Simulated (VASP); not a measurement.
# The low-index faces of Al, part 3 of 4

Which face of Al is cheapest, and which holds its electrons hardest?

VASP 6.6.1; PBE; plane waves and PAW (Al).

So far. Step 4 (Relaxing the slab, 7 atoms, face Al(111)): The run ended after 3 ionic steps, 0.003 eV below its first step, once the forces on the free atoms met EDIFFG = -0.03. Step 5 (Potential and states of the slab, 7 atoms, face Al(111)): The vacuum level lies 4.06 eV above the Fermi level at the upper face; both faces agree, as the slab has next to no dipole.

### Step 6. Relaxing the slab, 7 atoms, face Al(100)

INCAR reads:

```
SYSTEM = Al
PREC = Normal
ENCUT = 320
EDIFF = 1E-05
NELM = 120
ISMEAR = 1
SIGMA = 0.15
LREAL = .FALSE.
ALGO = Fast
GGA = PE
NBANDS = 17
LORBIT = 11
LWAVE = .FALSE.
LCHARG = .FALSE.
KPAR = 4
LASPH = .TRUE.
IBRION = 2
NSW = 40
ISIF = 2
EDIFFG = -0.03
POTIM = 0.4
MAXMIX = 40
```

POSCAR reads:

```
Al
1.0
    2.8564818028      0.0000000000      0.0000000000
    0.0000000000      2.8564818028      0.0000000000
    0.0000000000      0.0000000000     27.1190259186
Al
7
Direct
    0.0000000000      0.0000000000      0.2765586100
    0.5000000000      0.5000000000      0.3510390700
    0.0000000000      0.0000000000      0.4255195400
    0.5000000000      0.5000000000      0.5000000000
    0.0000000000      0.0000000000      0.5744804600
    0.5000000000      0.5000000000      0.6489609300
    0.0000000000      0.0000000000      0.7234413900
```

KPOINTS reads:

```
Automatic mesh
0
Gamma
10 10 1
0 0 0
```

PAW data sets: Al (PBE family, release 64).

Started as:

```console
mpirun -np 4 vasp_std
```

Output:

```text
[... set-up lines as in an earlier step ...]
 entering main loop
       N       E                     dE             d eps       ncg     rms          rms(c)
DAV:   1     0.347311288363E+02    0.34731E+02   -0.52915E+03   714   0.610E+02
DAV:   2    -0.237651442818E+02   -0.58496E+02   -0.56413E+02   962   0.117E+02
DAV:   3    -0.259575057340E+02   -0.21924E+01   -0.21369E+01   974   0.238E+01
DAV:   4    -0.260370365088E+02   -0.79531E-01   -0.79441E-01  1179   0.519E+00
DAV:   5    -0.260392826263E+02   -0.22461E-02   -0.22454E-02  1128   0.682E-01    0.378E+00
RMM:   6    -0.261498659841E+02   -0.11058E+00   -0.28750E+00   740   0.285E+00    0.276E+00
RMM:   7    -0.253088227633E+02    0.84104E+00   -0.74036E-01   760   0.167E+00    0.159E+00
RMM:   8    -0.252498751839E+02    0.58948E-01   -0.21818E-01   759   0.142E+00    0.366E-01
RMM:   9    -0.252415778239E+02    0.82974E-02   -0.15410E-02   754   0.632E-01    0.216E-01
RMM:  10    -0.252394547988E+02    0.21230E-02   -0.10427E-02   799   0.389E-01    0.105E-01
RMM:  11    -0.252384969284E+02    0.95787E-03   -0.22513E-03   834   0.210E-01    0.619E-02
RMM:  12    -0.252379837612E+02    0.51317E-03   -0.11856E-03   730   0.124E-01    0.229E-02
RMM:  13    -0.252381414837E+02   -0.15772E-03   -0.23802E-04   723   0.724E-02    0.193E-02
RMM:  14    -0.252382000963E+02   -0.58613E-04   -0.13406E-04   618   0.481E-02    0.139E-02
RMM:  15    -0.252382866132E+02   -0.86517E-04   -0.44520E-05   545   0.312E-02    0.547E-03
RMM:  16    -0.252383936613E+02   -0.10705E-03   -0.37727E-05   530   0.239E-02    0.821E-03
RMM:  17    -0.252384401715E+02   -0.46510E-04   -0.73658E-06   481   0.152E-02    0.502E-03
RMM:  18    -0.252385307499E+02   -0.90578E-04   -0.87841E-06   479   0.130E-02    0.429E-03
RMM:  19    -0.252385659413E+02   -0.35191E-04   -0.49413E-06   418   0.974E-03    0.228E-03
RMM:  20    -0.252385794093E+02   -0.13468E-04   -0.19599E-06   369   0.761E-03    0.134E-03
RMM:  21    -0.252385815212E+02   -0.21120E-05   -0.51144E-07   285   0.555E-03
   1 F= -.25238582E+02 E0= -.25238047E+02  d E =-.252386E+02
 curvature:   0.00 expect dE= 0.000E+00 dE for cont linesearch  0.000E+00
 trial: gam= 0.00000 g(F)=  0.263E-02 g(S)=  0.000E+00 ort = 0.000E+00 (trialstep = 0.100E+01)
 search vector abs. value=  0.263E-02
 bond charge predicted
       N       E                     dE             d eps       ncg     rms          rms(c)
DAV:   1    -0.252409726569E+02   -0.23932E-02   -0.11968E-02   882   0.591E-01    0.345E-02
RMM:   2    -0.252409944648E+02   -0.21808E-04   -0.50695E-04   756   0.138E-01    0.138E-02
RMM:   3    -0.252409901548E+02    0.43100E-05   -0.10468E-04   737   0.641E-02    0.742E-03
RMM:   4    -0.252409847514E+02    0.54034E-05   -0.27494E-05   535   0.343E-02
   2 F= -.25240985E+02 E0= -.25240527E+02  d E =-.240323E-02
[... from here on, the cycles between the ionic steps are left out ...]
   3 F= -.25245719E+02 E0= -.25245482E+02  d E =-.713754E-02
   4 F= -.25244178E+02 E0= -.25244298E+02  d E =-.559627E-02
   5 F= -.25246872E+02 E0= -.25246804E+02  d E =-.829071E-02
   6 F= -.25248235E+02 E0= -.25248298E+02  d E =-.136314E-02
   7 F= -.25251677E+02 E0= -.25252055E+02  d E =-.480460E-02
   8 F= -.25254833E+02 E0= -.25255545E+02  d E =-.796090E-02
   9 F= -.25254972E+02 E0= -.25255710E+02  d E =-.809989E-02
  10 F= -.25254978E+02 E0= -.25255598E+02  d E =-.569787E-05
 trial-energy change:   -0.000006  1 .order    0.000046   -0.001938    0.002030
 step:   3.2047(harm=  3.0812)  dis= 0.00931  next Energy=   -25.255471 (dE=-0.499E-03)
 bond charge predicted
       N       E                     dE             d eps       ncg     rms          rms(c)
DAV:   1    -0.252554833677E+02   -0.50265E-03   -0.20872E-02   789   0.825E-01    0.117E-01
RMM:   2    -0.252554560038E+02    0.27364E-04   -0.78471E-04   758   0.179E-01    0.156E-01
RMM:   3    -0.252554691333E+02   -0.13130E-04   -0.11218E-04   756   0.661E-02    0.146E-01
RMM:   4    -0.252554660653E+02    0.30680E-05   -0.25115E-05   551   0.327E-02
  11 F= -.25255466E+02 E0= -.25256148E+02  d E =-.493947E-03
 curvature:  -2.29 expect dE=-0.353E-05 dE for cont linesearch -0.111E-07
 trial: gam= 0.02246 g(F)=  0.154E-05 g(S)=  0.000E+00 ort = 0.149E-05 (trialstep = 0.569E+01)
 search vector abs. value=  0.184E-05
 reached required accuracy - stopping structural energy minimisation
```

Elapsed: 34 s, on 4 MPI ranks of AMD EPYC 7R43, shared host; peak memory 0.55 GiB; 2.2 min of CPU time.

OUTCAR, selected parts (step 6):

```text
   k-points           NKPTS =     21   k-points in BZ     NKDIM =     21   number of bands    NBANDS=     17

   ENCUT  =  320.0 eV  23.52 Ry    4.85 a.u.   4.17  4.17 39.56*2*pi/ulx,y,z

   NELECT =      21.0000    total number of electrons

 E-fermi :   2.2700

 k-point     1 :       0.0000    0.0000    0.0000
  band No.  band energies     occupation
    ...
      4      -6.2938      2.00000
      5      -4.9280      2.00000
      6      -3.3449      2.00000
      7      -1.4301      2.00000
      8      -0.1465      2.00000
      9       2.3415      0.28597
     10       4.2676     -0.00000
     11       5.6504      0.00000
     12       6.5567      0.00000
     13       6.8132      0.00000
    ...

  Total       -2.4464292     -2.4464292     -0.0545925      0.0000000     -0.0000000      0.0000000
  in kB      -17.7135753    -17.7135753     -0.3952813      0.0000000     -0.0000000      0.0000000
  external PRESSURE =     -11.9408106 kB  Pullay stress =       0.0000000 kB

 POSITION                                       TOTAL-FORCE (eV/Angst)
 -----------------------------------------------------------------------------------
      0.00000      0.00000      7.39358         0.000000     -0.000000      0.000848
      1.42824      1.42824      9.45317        -0.000000     -0.000000     -0.001090
      0.00000      0.00000     11.51499        -0.000000      0.000000     -0.004252
      1.42824      1.42824     13.55951        -0.000000      0.000000      0.000000
      0.00000      0.00000     15.60404         0.000000      0.000000      0.004252
      1.42824      1.42824     17.66586        -0.000000      0.000000      0.001090
      0.00000      0.00000     19.72544        -0.000000     -0.000000     -0.000848
 -----------------------------------------------------------------------------------
    total drift:                               -0.000000      0.000000      0.000000

  FREE ENERGIE OF THE ION-ELECTRON SYSTEM (eV)
  ---------------------------------------------------
  free  energy   TOTEN  =       -25.2554660653 eV

  energy  without entropy=      -25.2575109683  energy(sigma->0) =      -25.25614770

[... 1 part as in an earlier step ...]

[... 15 further parts left out ...]
```

CONTCAR:

```
Al
   1.00000000000000
     2.8564818027999999    0.0000000000000000    0.0000000000000000
     0.0000000000000000    2.8564818027999999    0.0000000000000000
     0.0000000000000000    0.0000000000000000   27.1190259185999984
  Al
     7
Direct
     0.0000000000000000    0.0000000000000000    0.2726345560727478
     0.5000000000000000    0.5000000000000000    0.3485806695141164
     0.0000000000000000    0.0000000000000000    0.4246091945362330
     0.5000000000000000    0.5000000000000000    0.5000000000000000
     0.0000000000000000    0.0000000000000000    0.5753908054637671
     0.5000000000000000    0.5000000000000000    0.6514193304858835
     0.0000000000000000    0.0000000000000000    0.7273654439272521
```

The run keeps the 16 symmetry operations of its start, so it cannot find a distortion of lower symmetry.

Relaxation path:

| step | energy less that of the first step (eV) | largest force (eV/Å) |
| --- | --- | --- |
| 1 | 0.0000 | 0.1702 |
| 2 | -0.0024 | 0.1468 |
| 3 | -0.0071 | 0.0779 |
| 4 | -0.0056 | 0.1459 |
| 5 | -0.0083 | 0.0672 |
| 6 | -0.0097 | 0.0609 |
| 7 | -0.0131 | 0.0607 |
| 8 | -0.0163 | 0.0501 |
| 9 | -0.0164 | 0.0495 |
| 10 | -0.0164 | 0.0506 |
| 11 | -0.0169 | 0.0043 |

The atoms that moved most (Å):

| atom | dx | dy | dz | length |
| --- | --- | --- | --- | --- |
| Al7 | 0.000 | 0.000 | 0.106 | 0.106 |
| Al1 | 0.000 | 0.000 | -0.106 | 0.106 |
| Al2 | 0.000 | 0.000 | -0.067 | 0.067 |
| Al6 | 0.000 | 0.000 | 0.067 | 0.067 |
| Al5 | 0.000 | 0.000 | 0.025 | 0.025 |
| Al3 | 0.000 | 0.000 | -0.025 | 0.025 |

The relaxed structure:

```
Al
1.0
     2.85648    0.00000    0.00000
     0.00000    2.85648    0.00000
     0.00000    0.00000   27.11903
Al
7
Cartesian
  0.0000 0.0000 7.3936
  1.4282 1.4282 9.4532
  0.0000 0.0000 11.5150
  1.4282 1.4282 13.5595
  0.0000 0.0000 15.6040
  1.4282 1.4282 17.6659
  0.0000 0.0000 19.7254
```

Numbers from this step:

- electronic cycles: 76
- free energy (TOTEN): -25.26 eV
- energy at zero smearing: -25.26 eV
- Fermi energy: 2.27 eV

The run ended after 11 ionic steps, 0.017 eV below its first step, once the forces on the free atoms met EDIFFG = -0.03.

### Step 7. Potential and states of the slab, 7 atoms, face Al(100)

INCAR reads:

```
SYSTEM = Al
PREC = Normal
ENCUT = 320
EDIFF = 1E-06
NELM = 120
ISMEAR = 1
SIGMA = 0.15
LREAL = .FALSE.
ALGO = Fast
GGA = PE
NBANDS = 17
LORBIT = 11
LWAVE = .FALSE.
LCHARG = .TRUE.
KPAR = 4
LASPH = .TRUE.
IDIPOL = 3
LDIPOL = .TRUE.
DIPOL = 0.5 0.5 0.5
LVHAR = .TRUE.
LVACPOTAV = .TRUE.
NEDOS = 1500
```

POSCAR reads:

```
Al
1.0
    2.8564818028      0.0000000000      0.0000000000
    0.0000000000      2.8564818028      0.0000000000
    0.0000000000      0.0000000000     27.1190259186
Al
7
Direct
    0.0000000000      0.0000000000      0.2726345561
    0.5000000000      0.5000000000      0.3485806695
    0.0000000000      0.0000000000      0.4246091945
    0.5000000000      0.5000000000      0.5000000000
    0.0000000000      0.0000000000      0.5753908055
    0.5000000000      0.5000000000      0.6514193305
    0.0000000000      0.0000000000      0.7273654439
```

KPOINTS is that of step 6.

Started as:

```console
mpirun -np 4 vasp_std
```

Output:

```text
[... set-up lines as in an earlier step ...]
 entering main loop
       N       E                     dE             d eps       ncg     rms          rms(c)
DAV:   1     0.336156325192E+02    0.33616E+02   -0.52735E+03   714   0.610E+02
DAV:   2    -0.237480416072E+02   -0.57364E+02   -0.55327E+02   970   0.116E+02
DAV:   3    -0.259114071943E+02   -0.21634E+01   -0.20941E+01   964   0.235E+01
DAV:   4    -0.259927362502E+02   -0.81329E-01   -0.81243E-01  1163   0.525E+00
DAV:   5    -0.259954145579E+02   -0.26783E-02   -0.26774E-02  1112   0.777E-01    0.370E+00
RMM:   6    -0.261748848607E+02   -0.17947E+00   -0.29895E+00   848   0.283E+00    0.274E+00
RMM:   7    -0.253236269291E+02    0.85126E+00   -0.82520E-01   838   0.174E+00    0.157E+00
RMM:   8    -0.252783075898E+02    0.45319E-01   -0.28425E-01   875   0.151E+00    0.394E-01
RMM:   9    -0.252723770782E+02    0.59305E-02   -0.37978E-02   871   0.718E-01    0.330E-01
RMM:  10    -0.252560633649E+02    0.16314E-01   -0.88405E-03   919   0.388E-01    0.142E-01
RMM:  11    -0.252550798817E+02    0.98348E-03   -0.33084E-03   925   0.228E-01    0.653E-02
RMM:  12    -0.252550364104E+02    0.43471E-04   -0.14111E-03   938   0.134E-01    0.314E-02
RMM:  13    -0.252549564397E+02    0.79971E-04   -0.54537E-04   899   0.932E-02    0.147E-02
RMM:  14    -0.252550432277E+02   -0.86788E-04   -0.14187E-04   976   0.526E-02    0.983E-03
RMM:  15    -0.252551502090E+02   -0.10698E-03   -0.61306E-05   850   0.302E-02    0.586E-03
RMM:  16    -0.252552129468E+02   -0.62738E-04   -0.16657E-05   777   0.178E-02    0.653E-03
RMM:  17    -0.252553419693E+02   -0.12902E-03   -0.18427E-05   811   0.155E-02    0.214E-03
RMM:  18    -0.252554083874E+02   -0.66418E-04   -0.72436E-06   731   0.104E-02    0.165E-03
RMM:  19    -0.252554507232E+02   -0.42336E-04   -0.47290E-06   708   0.780E-03    0.125E-03
RMM:  20    -0.252554608858E+02   -0.10163E-04   -0.11667E-06   625   0.487E-03    0.163E-03
RMM:  21    -0.252554642114E+02   -0.33256E-05   -0.46258E-07   520   0.345E-03    0.115E-03
RMM:  22    -0.252554643851E+02   -0.17371E-06   -0.94763E-08   368   0.244E-03
 [... a notice as in an earlier step ...]

   1 F= -.25255464E+02 E0= -.25256147E+02  d E =0.204738E-02
```

Wall time 10 s (4 MPI ranks); peak memory 0.51 GiB.

From OUTCAR (step 7):

```text
   NELECT =      21.0000    total number of electrons

 dipolmoment           0.000000      0.000000     -0.000000 electrons x Angstroem

 E-fermi :   2.2734

 k-point     1 :       0.0000    0.0000    0.0000
  band No.  band energies     occupation
    ...
      4      -6.2904      2.00000
      5      -4.9247      2.00000
      6      -3.3418      2.00000
      7      -1.4277      2.00000
      8      -0.1441      2.00000
      9       2.3440      0.29301
     10       4.2692     -0.00000
     11       5.6452      0.00000
     12       6.5548      0.00000
     13       7.7257      0.00000
    ...

  Total       -2.4450191     -2.4450191     -0.0742652      0.0000000     -0.0000000      0.0000000
  in kB      -17.7033652    -17.7033652     -0.5377233      0.0000000     -0.0000000      0.0000000
  external PRESSURE =     -11.9814846 kB  Pullay stress =       0.0000000 kB

 POSITION                                       TOTAL-FORCE (eV/Angst)
 -----------------------------------------------------------------------------------
      0.00000      0.00000      7.39358         0.000000      0.000000      0.001923
      1.42824      1.42824      9.45317        -0.000000     -0.000000     -0.000933
      0.00000      0.00000     11.51499         0.000000     -0.000000     -0.005846
      1.42824      1.42824     13.55951        -0.000000      0.000000      0.000000
      0.00000      0.00000     15.60404        -0.000000      0.000000      0.005846
      1.42824      1.42824     17.66586        -0.000000     -0.000000      0.000933
      0.00000      0.00000     19.72544        -0.000000      0.000000     -0.001923
 -----------------------------------------------------------------------------------
    total drift:                               -0.000000     -0.000000     -0.000000

  FREE ENERGIE OF THE ION-ELECTRON SYSTEM (eV)
  ---------------------------------------------------
  free  energy   TOTEN  =       -25.2554643851 eV

  energy  without entropy=      -25.2575117680  energy(sigma->0) =      -25.25614685

 vacuum level on the upper side and lower side of the slab         6.441         6.441

[... 7 parts as in an earlier step ...]

[... 10 further parts left out ...]
```

Numbers from this step:

```
electronic cycles                          : 22
Fermi energy                               : 2.273 eV
vacuum levels                              : 6.441, 6.441 eV
work functions of the upper and lower face : 4.168, 4.168 eV
```

The planar average of the electrostatic potential oscillates, so the rows of the table below give means over windows of 2.03 Å about each position, cut where the curve ends. Its maxima inside the range that stand out by 2 % of the span (Å: eV): 8.5: -1.85, 10.5: -1.83, 12.5: -1.95, 14.6: -1.95, 16.6: -1.83, 18.6: -1.85. Its minima: 7.3: -15.1, 9.5: -15.4, 11.5: -15.5, 13.6: -15.4, 15.6: -15.5, 17.6: -15.4, 19.8: -15.1.

Zero at the Fermi level. Table of planar average of the electrostatic potential by height; means over each step:

| height (Å) | planar average of the electrostatic potential (eV) |
| --- | --- |
| 1.01 | 4.17 |
| 3.04 | 4.17 |
| 5.08 | 3.82 |
| 7.11 | -6.94 |
| 9.14 | -7.94 |
| 11.17 | -7.97 |
| 13.20 | -7.98 |
| 15.23 | -8.02 |
| 17.26 | -7.92 |
| 19.29 | -7.74 |
| 21.32 | 2.16 |
| 23.35 | 4.16 |
| 25.38 | 4.17 |

Density of states in the PAW spheres, an atom over height of the layer and energy from the Fermi level.

Ten even steps from '0' (0.032 states/eV) to '9' (0.138 states/eV), each cell a mean:
```
9778779
6487846
6314136
8554558
7747477
8584858
6655566
6566656
9657569
4434344
4443444
6686866
5454545
2323232
5546455
5343435
2441442
3245423
2335332
2120212
0422240
2234322
```
Columns: height of the layer (Å) from 7.4 to 19.7; rows upwards: energy from the Fermi level (eV) from -7.9 to 0.5.

Valence density in the ca plane at fractional y = 0.000, with atoms of Al within 0.2 Å of it. It is the smooth field of the valence electrons, not physical close to the nuclei.

Ten even steps from '0' (0.00 e/Å³) to '9' (0.22 e/Å³), each cell a mean:
```
76556884258865568852378655678632564100000000
77667898789876678987898766779977863100000000
88888899999888888999998888888999853100000000
89988889998889988899988889988999742100000000
88888899999888888899998888888999752100000000
87777899899877778998998777789999863100000000
76667886469866668964588766678755764100000000
75556872038865568840278655578510564200000000
```
Columns run along c (16.0 Å, from fractional 0.32 to 0.91 of the cell), rows up along a (2.9 Å). Atoms in or near the plane, at fractional coordinates: Al at (0.42, 0.00), Al at (0.58, 0.00), Al at (0.73, 0.00).

The map of layer states is cut here 0.5 eV above the Fermi level, so it leaves out the states above that.

The vacuum level lies 4.17 eV above the Fermi level at the upper face; both faces agree, as the slab has next to no dipole.

The program found no field-free point at its default tolerance, but its printed level agrees with the flat part of the planar average.

On this mesh the fine structure of the density of states is sampling noise, and high empty states may be cut by the number of bands.

[end of part 3 of 4]

[Lines on the potential files, build, host, timing and source positions are cut from VASP's logs without a mark.]

[Logs are printed without paths, hosts, clocks, repeated set-up lines and the standing remarks that a program may print on its own settings, such as how far it seeks lower states.]

[Hosts, paths, dates, database ids (printed as entryN), source tags and the programs' standing remarks are cut or masked in the printed files.]

[Runs that stopped without an error message from VASP are left out.]
